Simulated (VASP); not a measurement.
Given:

```xyz
2
Lattice="0.0000 3.2429 3.2429 3.2429 0.0000 3.2429 3.2429 3.2429 0.0000" Properties=species:S:1:pos:R:3 pbc="T T T"
Cd     0.0000     0.0000     0.0000
Te     1.6214     1.6214     1.6214
```

Method: PW91 GGA, VASP's PBE PAW potentials (set 64) (plane waves; VASP 6.6.1). Settings: 520 eV cut-off, 7×7×7 Γ-centred mesh, Gaussian smearing of 0.050 eV, potentials Cd Te.

Q: Give the stress tensor in GPa (positive for a compressed cell).

A: 
```
2.55  0.00  0.00
0.00  2.55  0.00
0.00  0.00  2.55
```
The pressure is its mean diagonal, 2.55 GPa.

The compound is CdTe in the zinc blende structure. This cell is one point of a volume scan, at 0.94 of the reference volume.
